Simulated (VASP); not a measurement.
Data:

```
CELL_PARAMETERS angstrom
      0.00000     2.54000     2.54000
      2.54000     0.00000     2.54000
      2.54000     2.54000     0.00000
ATOMIC_POSITIONS crystal
  Hf 0.00000 0.00000 0.00000
  O  0.25000 0.25000 0.25000
  O  0.75000 0.75000 0.75000
```

Calculation: PBE GGA, VASP's PBE PAW potentials (set 64) (plane waves; VASP). Numerical set-up: 520 eV cut-off, 8×8×8 Γ-centred mesh, Gaussian smearing of 0.050 eV, potentials Hf_pv O.

Unless said otherwise, spin-orbit coupling is left out, though it shifts the bands of the heavy elements here.

Question: Predict the energy per atom (σ→0), pressure, band gap (on the k-mesh) with the smallest direct gap where there is one.

Answer: 
| Quantity | Result |
|---|---|
| band gap (on the k-mesh) | 3.79 eV |
| smallest direct gap (on the k-mesh) | 3.79 eV |
| energy per atom (σ→0) | -972.8 kJ/mol of atoms |
| pressure | -1.12 GPa |

The compound is HfO2 in the fluorite structure, the high-temperature cubic form, which is unstable at 0 K; the monoclinic form is the stable one. The cell was not relaxed at this level.
